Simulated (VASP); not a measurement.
These are PBE GGA, VASP's PBE PAW potentials (set 64) (plane waves; VASP) values and carry that method's errors.

Input for VASP

### INCAR
```
! general
SYSTEM   =  LaSb
PREC     =  Accurate
ENCUT    =  300
LREAL    =  .FALSE.
LASPH    =  .TRUE.

! electronic loop
EDIFF    =  1E-6
NELM     =  100
ALGO     =  Normal
LMAXMIX  =  6

! smearing
ISMEAR   =  0
SIGMA    =  0.136

! functional
GGA      =  PE

! ions
ISIF     =  2

! output
LWAVE    =  .FALSE.
LCHARG   =  .FALSE.
```

KPOINTS:
```
Automatic mesh
0
Gamma
3 3 1
0 0 0
```

File POSCAR:
```
LaSb
4.4125670
  1.0000000000   0.0000000000   0.0000000000
  0.5000001133   1.3047908394   0.0000000000
  0.0000000000   0.0000000000   3.4538172452
La Sb
2 2
Direct
  0.6551940000   0.6896120000   0.4843700000
  0.3754610000   0.2490780000   0.6719200000
  0.2216380000   0.5567240000   0.3280800000
  0.9419050000   0.1161900000   0.5156300000
```

POTCAR, in this order: La Sb (PBE.64 set). Program: vasp_std.

### Question
What will the output report for the number of irreducible k-points (NKPTS), largest plane-wave count, number of space-group operations, FFT grid (NGX, NGY, NGZ)?

### Answer

| Property | Value |
|---|---|
| number of irreducible k-points (NKPTS) | 4 |
| largest plane-wave count | 4577 |
| number of space-group operations | 2 |
| FFT grid (NGX, NGY, NGZ) | 28 × 36 × 90 |

The cell is a sheet with vacuum, built from a generated structure.
